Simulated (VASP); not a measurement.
Consider the following.

```xyz
2
Lattice="0.0000 2.7888 2.7888 2.7888 0.0000 2.7888 2.7888 2.7888 0.0000" Properties=species:S:1:pos:R:3 pbc="T T T"
Zn     0.0000     0.0000     0.0000
Se     1.3944     1.3944     1.3944
```

Computed with LDA (Ceperley-Alder, Perdew-Zunger), VASP's LDA PAW potentials (set 64) (plane waves; VASP 6.6.1). Numerical set-up: 520 eV cut-off, Gaussian smearing of 0.050 eV, potentials Zn Se.

Q: Give the energies of bands 2 to 12 at the high-symmetry points, in eV from the valence-band maximum.

A: 
```tsv
band	Γ	X	U	L	W
2	-6.86	-6.86	-6.78	-6.77	-6.75
3	-6.86	-6.58	-6.63	-6.77	-6.64
4	-6.86	-6.58	-6.54	-6.44	-6.50
5	-6.46	-6.41	-6.44	-6.44	-6.49
6	-6.46	-6.26	-6.16	-6.28	-6.12
7	0.00	-5.04	-5.02	-5.61	-4.98
8	0.00	-2.38	-3.38	-0.95	-3.01
9	0.00	-2.38	-1.96	-0.95	-2.93
10	1.27	2.70	3.39	2.46	5.34
11	5.69	3.32	5.59	6.28	5.68
12	5.69	10.88	9.04	6.28	6.92
```

The gap is direct, 1.27 eV, from the valence maximum at Γ to the conduction minimum at Γ.

Measured: gap 2.87 eV (computed value off by -1.60 eV), as given by Wei Chen et al., Physical Review Materials (2018), doi:10.1103/physrevmaterials.2.073803 [zero-point renormalisation of 0.05 eV added back (the table's ZPR column)].

The compound is ZnSe in the zinc blende structure. It was relaxed first.
